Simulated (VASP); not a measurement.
Given:

```
PtP
1.0
    0.00000     2.48058     2.48058
    2.48058     0.00000     2.48058
    2.48058     2.48058     0.00000
Pt P
1 1
Direct
  0.00000   0.00000   0.00000
  0.50000   0.50000   0.50000
```

Computed with PBEsol GGA, VASP's PBE PAW potentials (set 64) (plane waves; VASP 6.6.1). Numerical set-up: 400 eV cut-off, Gaussian smearing of 0.050 eV, potentials Pt P.

Give the energies of bands 2 to 10 at the high-symmetry points, in eV from the Fermi level.

```json
[
 {"band": "2", "Γ": "-4.11", "X": "-5.68", "U": "-6.35", "L": "-8.41", "W": "-6.01"},
 {"band": "3", "Γ": "-4.11", "X": "-5.32", "U": "-5.75", "L": "-5.99", "W": "-5.71"},
 {"band": "4", "Γ": "-4.11", "X": "-3.42", "U": "-5.06", "L": "-5.99", "W": "-5.71"},
 {"band": "5", "Γ": "-4.09", "X": "-2.28", "U": "-3.19", "L": "-2.63", "W": "-2.19"},
 {"band": "6", "Γ": "-4.09", "X": "-2.28", "U": "-2.44", "L": "-2.63", "W": "-2.06"},
 {"band": "7", "Γ": "0.08", "X": "-2.19", "U": "-1.50", "L": "-1.78", "W": "-1.74"},
 {"band": "8", "Γ": "0.08", "X": "-2.19", "U": "-1.18", "L": "3.81", "W": "-1.74"},
 {"band": "9", "Γ": "0.08", "X": "-1.28", "U": "0.56", "L": "4.94", "W": "-0.80"},
 {"band": "10", "Γ": "5.33", "X": "1.83", "U": "4.38", "L": "4.94", "W": "7.23"}
]
```

It has no gap at this level: it comes out as a metal or semimetal.

The structure was generated: PtP was put into the rock salt type (Fm-3m), which need not be its known phase. It was relaxed first, which changed the volume by -16 %. The electron count is odd and the run is not spin-polarised, which forces a metal.
